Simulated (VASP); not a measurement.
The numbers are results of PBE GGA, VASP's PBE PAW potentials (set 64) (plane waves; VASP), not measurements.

Input for VASP

### INCAR
```
SYSTEM = V
PREC = Accurate
ENCUT = 400
EDIFF = 1E-6
NELM = 100
ALGO = Normal
LREAL = .FALSE.
LASPH = .TRUE.
ISMEAR = 1
SIGMA = 0.1
GGA = PE
LMAXMIX = 4
LWAVE = .FALSE.
LCHARG = .FALSE.
ISIF = 2
AMIX = 1.0
BMIX = 3.0
IMIX = 1
```

POSCAR:
```
V
1
   -1.5453000000     1.5453000000     1.5453000000
    1.5453000000    -1.5453000000     1.5453000000
    1.5453000000     1.5453000000    -1.5453000000
V
1
Direct
  0.0000000000   0.0000000000   0.0000000000
```

KPOINTS:
```
K-points
0
G
  15 15 15
```

POTCAR, in this order: V_sv (PBE.64 set). Program: vasp_std.

What VASP printed:

### OUTCAR
```
 ion  position               nearest neighbor table
   1  0.000  0.000  0.000-
  LATTYP: Found a body centered cubic cell.
 ALAT       =     3.0906000000
 Subroutine PRICEL returns:
 Original cell was already a primitive cell.
 Subroutine GETGRP returns: Found 48 space group operations
The static configuration has the point symmetry O_h .
The dynamic configuration has the point symmetry O_h .
 Subroutine INISYM returns: Found 48 space group operations
 Subroutine IBZKPT returns following result:
 Found    120 irreducible k-points:

 Following reciprocal coordinates:
            Coordinates               Weight
  0.000000  0.000000  0.000000      1.000000
  0.066667  0.000000  0.000000     12.000000
  0.133333  0.000000  0.000000     12.000000
  0.200000  0.000000  0.000000     12.000000
  0.266667  0.000000  0.000000     12.000000
  0.333333  0.000000  0.000000     12.000000
  0.400000  0.000000  0.000000     12.000000
  0.466667  0.000000  0.000000     12.000000
  0.066667  0.066667  0.000000     24.000000
  0.133333  0.066667 -0.000000     48.000000
...
```

**OSZICAR**
```
       N       E                     dE             d eps       ncg     rms          rms(c)
DAV:   1     0.718399089758E+02    0.71840E+02   -0.64186E+03  2402   0.117E+03
DAV:   2    -0.925617489705E+01   -0.81096E+02   -0.79521E+02  2488   0.330E+02
DAV:   3    -0.104817428582E+02   -0.12256E+01   -0.12092E+01  2566   0.477E+01
DAV:   4    -0.104896470414E+02   -0.79042E-02   -0.78898E-02  2450   0.388E+00
DAV:   5    -0.104897206433E+02   -0.73602E-04   -0.73602E-04  2508   0.384E-01    0.162E+01
DAV:   6    -0.922099039191E+01    0.12687E+01   -0.13889E+01  2408   0.552E+01    0.122E+01
DAV:   7    -0.909335264554E+01    0.12764E+00   -0.48378E+00  2400   0.341E+01    0.607E+00
DAV:   8    -0.899952364045E+01    0.93829E-01   -0.20592E+00  2400   0.220E+01    0.434E+00
DAV:   9    -0.896282036018E+01    0.36703E-01   -0.94438E-01  2400   0.147E+01    0.281E+00
DAV:  10    -0.894565743227E+01    0.17163E-01   -0.42008E-01  2400   0.991E+00    0.193E+00
DAV:  11    -0.893803305907E+01    0.76244E-02   -0.19395E-01  2400   0.668E+00    0.129E+00
DAV:  12    -0.893451816590E+01    0.35149E-02   -0.87788E-02  2404   0.452E+00    0.877E-01
DAV:  13    -0.893293461825E+01    0.15835E-02   -0.40523E-02  2402   0.306E+00    0.591E-01
DAV:  14    -0.893219210502E+01    0.74251E-03   -0.18495E-02  2400   0.207E+00    0.402E-01
DAV:  15    -0.893186353406E+01    0.32857E-03   -0.85166E-03  2400   0.140E+00    0.272E-01
DAV:  16    -0.893170431312E+01    0.15922E-03   -0.38999E-03  2400   0.950E-01    0.184E-01
DAV:  17    -0.893163706109E+01    0.67252E-04   -0.17930E-03  2400   0.644E-01    0.125E-01
DAV:  18    -0.893160220002E+01    0.34861E-04   -0.82220E-04  2402   0.436E-01    0.845E-02
DAV:  19    -0.893158891488E+01    0.13285E-04   -0.37771E-04  2410   0.295E-01    0.572E-02
DAV:  20    -0.893158096985E+01    0.79450E-05   -0.17330E-04  2406   0.200E-01    0.388E-02
DAV:  21    -0.893157857595E+01    0.23939E-05   -0.79583E-05  2404   0.136E-01    0.263E-02
DAV:  22    -0.893157662759E+01    0.19484E-05   -0.36525E-05  2402   0.919E-02    0.178E-02
DAV:  23    -0.893157630834E+01    0.31924E-06   -0.16770E-05  2402   0.623E-02    0.121E-02
DAV:  24    -0.893157577160E+01    0.53675E-06   -0.76975E-06  2400   0.422E-02
   1 F= -.89315758E+01 E0= -.89315441E+01  d E =-.949377E-04
```

**OUTCAR**
```
------------------------ aborting loop because EDIFF is reached ----------------------------------------
  FORCE on cell =-STRESS in cart. coord.  units (eV):
  Direction    XX          YY          ZZ          XY          YZ          ZX
  --------------------------------------------------------------------------------------
  Total       -1.4080375     -1.4080375     -1.4080375      0.0000000      0.0000000      0.0000000
  in kB     -152.8362616   -152.8362616   -152.8362616      0.0000000      0.0000000      0.0000000
  external PRESSURE =    -152.8362616 kB  Pullay stress =       0.0000000 kB
  volume of cell :       14.76
      direct lattice vectors                 reciprocal lattice vectors
    -1.545300000  1.545300000  1.545300000     0.000000000  0.323561768  0.323561768
     1.545300000 -1.545300000  1.545300000     0.323561768  0.000000000  0.323561768
     1.545300000  1.545300000 -1.545300000     0.323561768  0.323561768  0.000000000
 POSITION                                       TOTAL-FORCE (eV/Angst)
 -----------------------------------------------------------------------------------
      0.00000      0.00000      0.00000        -0.000000     -0.000000      0.000000
 -----------------------------------------------------------------------------------
    total drift:                                0.000000      0.000000      0.000000
  FREE ENERGIE OF THE ION-ELECTRON SYSTEM (eV)
  ---------------------------------------------------
  free  energy   TOTEN  =        -8.9315757716 eV

  energy  without entropy=       -8.9314808339  energy(sigma->0) =       -8.93154413
```
(Selected blocks of OUTCAR.)

The compound is V in the bcc structure. The cell was not relaxed at this level. The run is one of a series of settings (AMIX = 1.0, BMIX = 3.0, IMIX = 1 against the base run), some of them coarse on purpose. The run is not spin-polarised, so no magnetic state was tried.
